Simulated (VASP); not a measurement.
These are RPBE GGA, VASP's PBE PAW potentials (set 64) (plane waves; VASP) values and carry that method's errors.

A VASP calculation is set up with these files.

File POSCAR:
```
Tb
1.0
  1.8344556137  -3.1773698379   0.0000000000
  1.8344556137   3.1773698379   0.0000000000
  0.0000000000   0.0000000000   5.6553210381
Tb
2
direct
  0.3333330000   0.6666670000   0.2500000000
  0.6666670000   0.3333330000   0.7500000000
```

**KPOINTS**
```
Automatic mesh
0
Gamma
11 11 7
0 0 0
```

**INCAR**
```
! general
SYSTEM  = Tb
PREC    = Accurate
ENCUT   = 520
LREAL   = F
LASPH   = T

! electronic loop
EDIFF   = 1E-7
NELM    = 100
ALGO    = Normal
LMAXMIX = 6

! smearing
ISMEAR  = 1
SIGMA   = 0.1

! functional
GGA     = RP

! ions
IBRION  = 2
NSW     = 30
ISIF    = 4
EDIFFG  = -0.01

! output
LWAVE   = F
LCHARG  = F
```

POTCAR, in this order: Tb_3 (PBE.64 set). Program: vasp_std.

Output of the run:

**OSZICAR**
```
       N       E                     dE             d eps       ncg     rms          rms(c)
DAV:   1     0.428880227237E+02    0.42888E+02   -0.89138E+03  1664   0.123E+03
DAV:   2    -0.614492290229E+01   -0.49033E+02   -0.47983E+02  1744   0.256E+02
DAV:   3    -0.835357360865E+01   -0.22087E+01   -0.20626E+01  2258   0.313E+01
DAV:   4    -0.840454971892E+01   -0.50976E-01   -0.50443E-01  1973   0.481E+00
DAV:   5    -0.840575866480E+01   -0.12089E-02   -0.12084E-02  2363   0.616E-01    0.235E+01
DAV:   6    -0.841145839973E+01   -0.56997E-02   -0.22543E-02  2011   0.132E+00    0.140E+01
DAV:   7    -0.842328711522E+01   -0.11829E-01   -0.42797E-02  1971   0.184E+00    0.219E-01
DAV:   8    -0.842310766701E+01    0.17945E-03   -0.21282E-03  1989   0.374E-01    0.655E-02
DAV:   9    -0.842313019086E+01   -0.22524E-04   -0.22467E-04  2094   0.119E-01    0.375E-02
DAV:  10    -0.842312225667E+01    0.79342E-05   -0.31249E-05  2009   0.408E-02    0.419E-02
DAV:  11    -0.842312487714E+01   -0.26205E-05   -0.44350E-06  1964   0.173E-02    0.244E-03
DAV:  12    -0.842312508227E+01   -0.20513E-06   -0.19369E-07  1733   0.386E-03    0.404E-03
DAV:  13    -0.842312493017E+01    0.15210E-06   -0.54430E-08  1202   0.184E-03    0.506E-04
DAV:  14    -0.842312491286E+01    0.17309E-07   -0.85891E-09  1157   0.778E-04
   1 F= -.84231249E+01 E0= -.84220394E+01  d E =-.842312E+01
       N       E                     dE             d eps       ncg     rms          rms(c)
DAV:   1    -0.843015257172E+01   -0.70276E-02   -0.26216E-01  1674   0.378E+00    0.339E-01
DAV:   2    -0.842691803749E+01    0.32345E-02   -0.43205E-03  2009   0.559E-01    0.210E-01
DAV:   3    -0.842541750735E+01    0.15005E-02   -0.19734E-03  2037   0.352E-01    0.887E-02
DAV:   4    -0.842543332192E+01   -0.15815E-04   -0.30087E-04  2135   0.129E-01    0.487E-02
DAV:   5    -0.842543504632E+01   -0.17244E-05   -0.70765E-06  2158   0.216E-02    0.855E-03
DAV:   6    -0.842543480531E+01    0.24101E-06   -0.77546E-07  2364   0.677E-03    0.245E-03
DAV:   7    -0.842543475227E+01    0.53041E-07   -0.65580E-08  1097   0.245E-03
   2 F= -.84254348E+01 E0= -.84247967E+01  d E =-.230984E-02
       N       E                     dE             d eps       ncg     rms          rms(c)
DAV:   1    -0.842915960304E+01   -0.37248E-02   -0.17117E-01  1674   0.305E+00    0.274E-01
DAV:   2    -0.842700779770E+01    0.21518E-02   -0.28385E-03  1979   0.454E-01    0.166E-01
DAV:   3    -0.842601416282E+01    0.99363E-03   -0.13026E-03  2019   0.286E-01    0.724E-02
DAV:   4    -0.842602455364E+01   -0.10391E-04   -0.19997E-04  2105   0.105E-01    0.397E-02
DAV:   5    -0.842602555016E+01   -0.99652E-06   -0.47301E-06  2177   0.175E-02    0.739E-03
DAV:   6    -0.842602534946E+01    0.20070E-06   -0.57137E-07  2287   0.584E-03    0.195E-03
DAV:   7    -0.842602531577E+01    0.33692E-07   -0.48288E-08   992   0.205E-03
   3 F= -.84260253E+01 E0= -.84256631E+01  d E =-.290040E-02
```

**OUTCAR**
```
------------------------ aborting loop because EDIFF is reached ----------------------------------------
  FORCE on cell =-STRESS in cart. coord.  units (eV):
  Direction    XX          YY          ZZ          XY          YZ          ZX
  --------------------------------------------------------------------------------------
  Total        0.4205744      0.4205743      0.4217336      0.0000000     -0.0000000      0.0000000
  in kB       10.2209490     10.2209458     10.2491201      0.0000000     -0.0000000      0.0000000
  external PRESSURE =      10.2303383 kB  Pullay stress =       0.0000000 kB
  volume of cell :       65.93
      direct lattice vectors                 reciprocal lattice vectors
     1.822731391 -3.157062878  0.000000000     0.274313595 -0.158375053  0.000000000
     1.822731391  3.157062878 -0.000000000     0.274313595  0.158375053 -0.000000000
     0.000000000  0.000000000  5.728307666     0.000000000  0.000000000  0.174571629
 POSITION                                       TOTAL-FORCE (eV/Angst)
 -----------------------------------------------------------------------------------
      1.82273      1.05236      1.43208        -0.000000     -0.000000      0.000000
      1.82273     -1.05236      4.29623         0.000000      0.000000      0.000000
 -----------------------------------------------------------------------------------
    total drift:                                0.000000      0.000112     -0.000011
  FREE ENERGIE OF THE ION-ELECTRON SYSTEM (eV)
  ---------------------------------------------------
  free  energy   TOTEN  =        -8.4260253158 eV

  energy  without entropy=       -8.4249385386  energy(sigma->0) =       -8.42566306

 reached required accuracy - stopping structural energy minimisation
```
(Selected blocks of OUTCAR.)

**CONTCAR**
```
Tb
   1.00000000000000
     1.8227313908080722   -3.1570628775793961    0.0000000000000000
     1.8227313908080722    3.1570628775793961   -0.0000000000000000
     0.0000000000000000    0.0000000000000000    5.7283076661777752
  Tb
     2
Direct
     0.3333330000000032    0.6666669999999968    0.2500000000000000
     0.6666669999999968    0.3333330000000032    0.7500000000000000
```

The 4f electrons are frozen in the core of the lanthanide potential, so 4f levels, which can set the real gap, and their magnetism are missing.

The compound is Tb in the hcp structure. This cell is one point of a volume scan, at 0.97 of the reference volume. Symmetry was kept, so distortions that lower it aren't found.
